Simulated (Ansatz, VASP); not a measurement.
# RbBeBr3: VASP beside Ansatz, part 2 of 2

Wanted: the spread between two codes on one cell, functional and k mesh. The cell is invented: As first built, before any earlier steps moved the atoms (in the runner's words): it takes the RbCaBr3 structure with some of its atoms replaced by other elements, volume scaled by an estimate. It may not be a known or stable phase. The cell is taken from a series of VASP runs on this material, whose earlier steps may have relaxed, scaled or displaced it; both programs get it as it stands.

VASP 6.6.1 and Ansatz 0.2.0.

So far: The structure; VASP: band structure, PBE with D3(BJ); Ansatz: band structure, PBE with D3(BJ).

## Step 4: Comparison

Known differences besides the potentials themselves: the cutoff is 420 eV in Ansatz and 400 eV in VASP; VASP leaves aspherical gradient terms in its spheres out (LASPH is not set), Ansatz keeps them. Total energies have different zeros and are not compared.

Compared:

```csv
quantity,Ansatz,VASP,difference
pressure (GPa),0.00,0.00,0.00
gap over the path points (eV),4.065,4.067,-0.002
```

Levels at points of the path, from each program's valence-band top (eV; 4 filled, then empty):

| k (reciprocal lattice) | Ansatz | VASP |
| --- | --- | --- |
| 0.000 0.000 0.000 | -0.80 -0.52 -0.51 -0.38 4.07 4.23 5.99 | -0.80 -0.52 -0.51 -0.38 4.07 4.23 5.99 |
| -0.185 -0.185 -0.250 | -0.94 -0.66 -0.65 -0.26 4.84 5.43 6.29 | -0.95 -0.66 -0.65 -0.26 4.84 5.43 6.29 |
| -0.402 -0.402 -0.541 | -0.94 -0.34 -0.32 -0.08 4.99 6.54 6.65 | -0.94 -0.34 -0.32 -0.08 4.99 6.53 6.65 |
| -0.455 -0.455 -0.632 | -0.93 -0.35 -0.28 -0.11 5.00 6.59 6.75 | -0.93 -0.35 -0.28 -0.11 5.00 6.59 6.74 |
| -0.435 -0.435 -0.648 | -0.96 -0.38 -0.30 -0.15 5.04 6.59 6.83 | -0.96 -0.38 -0.30 -0.15 5.04 6.59 6.82 |
| -0.420 -0.420 -0.660 | -0.98 -0.40 -0.32 -0.18 5.08 6.57 6.88 | -0.99 -0.40 -0.32 -0.18 5.08 6.57 6.88 |
| -0.457 -0.457 -0.585 | -0.91 -0.30 -0.27 -0.06 4.93 6.53 6.66 | -0.91 -0.30 -0.28 -0.06 4.93 6.53 6.65 |
| -0.495 -0.495 -0.511 | -0.88 -0.26 -0.26 0.00 4.86 6.41 6.61 | -0.88 -0.26 -0.26 0.00 4.86 6.41 6.61 |
| -0.500 -0.500 -0.500 | -0.88 -0.26 -0.26 0.00 4.86 6.41 6.61 | -0.88 -0.26 -0.26 0.00 4.85 6.40 6.61 |
| -0.521 -0.479 -0.500 | -0.88 -0.26 -0.26 -0.01 4.86 6.42 6.62 | -0.88 -0.26 -0.26 -0.01 4.86 6.42 6.61 |

At this near-relaxed geometry the largest component of a force difference is 12 meV/Å. Among the levels compared at these points, filled levels agree within 2 meV and empty ones within 5 meV. Ansatz's pressure holds a Pulay correction of 0.01 GPa; VASP's holds none.

## Step 5: Ansatz: single point, PBE with D3(BJ)

With cell and atoms fixed, the geometry can't cause a difference; cores, projectors, grids and the points listed under the comparison can.

The cell is taken from a series of VASP runs on this material, whose earlier steps may have relaxed, scaled or displaced it; both programs get it as it stands.

File input.yaml:

```yaml
crystal:
  lattice:
    - [4.0228126012, -3.6671894619, 0.2571175012]
    - [4.0228126012, 3.6671894619, 0.2571175012]
    - [0.3658341012, 0.0, 5.4384423269]
  atoms:
    - { symbol: Rb, position: [0.9936651526, 0.9936651526, 0.9832275554] }
    - { symbol: Br, position: [0.5340062116, 0.0455416199, 0.5221225855] }
    - { symbol: Br, position: [0.5345588049, 0.5345588049, 0.0335450837] }
    - { symbol: Br, position: [0.0455416199, 0.5340062116, 0.5221225855] }
    - { symbol: Be, position: [0.3875072112, 0.3875072112, 0.3756921898] }
hamiltonian:
  xc: pbe
  pseudopotentials: { kind: paw }
  dispersion: d3bj
kpoints:
  mp_grid: { grid: [7, 7, 7] }
scf:
  occupations: { method: tetrahedron }
output:
  forces: true
  stress: true
```

On the command line:

```bash
$ ansatz run input.yaml --threads 2 --pin off --max-ram 4608MiB --backend cpu --events-out ev --progress --plain --runs-dir out
```

Numbers of over 12 decimals in the logs are rounded to 6 here.

Output:

```text
Warning: output.forces, output.stress, relax.cell or npt_langevin: where a Kohn–Sham band that disperses or a degenerate level is filled in part under the method tetrahedron, the forces or the stress that this run publishes need not agree with its energy (scf.occupations.method in the input reference, under Limitations); prefer a smearing scheme for the forces or the stress
[...]
k-point 0: bands = [... 12 lower, 0.8607, 1.1475, 1.1547, 1.2861, 5.7270, 5.8912, 7.6530, 7.6550, ... 1 higher]
  k-point 1: bands = [... 12 lower, 0.8169, 1.0503, 1.0914, 1.2260, 5.8812, 6.1724, 7.7417, 7.8585, ... 1 higher]
  k-point 2: bands = [... 12 lower, 0.6067, 0.8999, 0.9762, 1.1511, 6.2850, 6.8350, 7.9810, 8.3064, ... 1 higher]
  k-point 99: bands = [... 12 lower, 0.7366, 1.3585, 1.3638, 1.5838, 6.6173, 8.2106, 8.3252, 8.4804, ... 1 higher]
[key lines of the parts left out:]
SCF converged after 6 iterations
Free energy (F): -11717.233612 eV
Fermi energy:    1.642201 eV
P = ⅓ Tr σ = -0.0032 GPa (-0.032 kbar)
```

Elapsed: 31 s, on 2 threads of Arm Neoverse N1, shared host; peak memory 0.54 GiB.

The run ends at a pressure of 0.00 GPa, with forces up to 0.017 eV/Å.

## Step 6: VASP: single point, PBE with D3(BJ)

The same cell, functional, mesh and smearing now go to VASP, with its own data sets and cutoff.

File INCAR:

```
SYSTEM = RbBeBr3
PREC = Accurate
ENCUT = 400
EDIFF = 1E-06
NELM = 100
ISMEAR = -5
SIGMA = 0.05
LREAL = .FALSE.
ALGO = Normal
GGA = PE
IVDW = 12
NBANDS = 31
LORBIT = 11
LWAVE = .FALSE.
LCHARG = .FALSE.
KPAR = 2
NEDOS = 2001
```

File POSCAR:

```
RbBeBr3
1.0
    4.0228126012     -3.6671894619      0.2571175012
    4.0228126012      3.6671894619      0.2571175012
    0.3658341012      0.0000000000      5.4384423269
Rb Br Be
1 3 1
Direct
    0.9936651526      0.9936651526      0.9832275554
    0.5340062116      0.0455416199      0.5221225855
    0.5345588049      0.5345588049      0.0335450837
    0.0455416199      0.5340062116      0.5221225855
    0.3875072112      0.3875072112      0.3756921898
```

File KPOINTS:

```
Automatic mesh
0
Gamma
7 7 7
0 0 0
```

The projector-augmented-wave data sets are Rb_sv, Br and Be (PBE family, release 64).

On the command line:

```bash
$ mpirun -np 2 vasp_std
```

Output:

```text
[... set-up lines as in an earlier step ...]
 entering main loop
       N       E                     dE             d eps       ncg     rms          rms(c)
DAV:   1     0.154431812539E+03    0.15443E+03   -0.10855E+04  6200   0.708E+02
DAV:   2    -0.398466997495E+01   -0.15842E+03   -0.15019E+03  8202   0.154E+02
DAV:   3    -0.162767022877E+02   -0.12292E+02   -0.12227E+02  8818   0.437E+01
DAV:   4    -0.165064387867E+02   -0.22974E+00   -0.22951E+00  8403   0.566E+00
[...]
DAV:  11    -0.161748397685E+02   -0.14468E-04   -0.28222E-05  8172   0.248E-02    0.230E-02
DAV:  12    -0.161748428646E+02   -0.30961E-05   -0.70602E-06  7394   0.116E-02    0.315E-03
DAV:  13    -0.161748433954E+02   -0.53079E-06   -0.65132E-07  6672   0.381E-03
   1 F= -.17194974E+02 E0= -.17194974E+02  d E =0.000000E+00
```

Parts of OUTCAR (step 6):

```text
 Edisp (eV)   -1.02013

  Total       0.01685    -0.01795     0.00017     0.00000     0.00000    -0.00138
  in kB       0.16893    -0.17998     0.00168     0.00000     0.00000    -0.01380
  external pressure =       -0.00 kB  Pullay stress =        0.00 kB

 POSITION                                       TOTAL-FORCE (eV/Angst)
 -----------------------------------------------------------------------------------
      8.35436      0.00000      5.85820         0.004700      0.000000     -0.002283
      2.52242     -1.79129      2.98855        -0.001777     -0.000919      0.004725
      4.31313      0.00000      0.45732        -0.003929      0.000000      0.000852
      2.52242      1.79129      2.98855        -0.001777      0.000919      0.004725
      3.25518      0.00000      2.24245         0.002784      0.000000     -0.008020
 -----------------------------------------------------------------------------------
    total drift:                               -0.000531      0.000000     -0.000184

  FREE ENERGIE OF THE ION-ELECTRON SYSTEM (eV)
  ---------------------------------------------------
  free  energy   TOTEN  =       -17.1949735490 eV

  energy  without entropy=      -17.1949735490  energy(sigma->0) =      -17.19497355

[... 1 part as in an earlier step ...]

[... 2 further parts left out ...]
[key lines of the parts left out:]
E-fermi :  -0.6910
```

The run ends at a pressure of 0.00 GPa, with forces up to 0.0085 eV/Å.

## Step 7: Side by side

Both answers:

```csv
quantity,Ansatz,VASP,difference
pressure (GPa),0.00,0.00,0.00
gap on the k mesh (eV),4.085,4.087,-0.002
```

At this near-relaxed geometry the largest component of a force difference is 12 meV/Å. A gap on the mesh is an upper bound, since the band edges may lie between its points. Ansatz's pressure holds a Pulay correction of 0.01 GPa; VASP's holds none.

## Step 8: What came out

| Property | Result |
| --- | --- |
| difference in gap over the path points (band structure, PBE with D3(BJ)) | -0.0021 eV |
| r.m.s. force difference (band structure, PBE with D3(BJ)) | 6.4 meV/Å |
| difference in gap on the k mesh (single point, PBE with D3(BJ)) | -0.0021 eV |
| r.m.s. force difference (single point, PBE with D3(BJ)) | 6.4 meV/Å |

In words: The r.m.s. force difference is 6.4 meV/Å (band structure, PBE with D3(BJ)), within the 12 meV/Å picked in this series as the mark of a large difference. How closely two codes agree says nothing of how well the functional describes the real material.

[Lines on the potential files, build, host, timing and source positions are cut from VASP's logs without a mark.]

[Logs are printed without paths, hosts, clocks, repeated set-up lines and the standing remarks that a program may print on its own settings, such as how far it seeks lower states.]

[Hosts, paths, dates, database ids (printed as entryN), source tags and the programs' standing remarks are cut or masked in the printed files.]
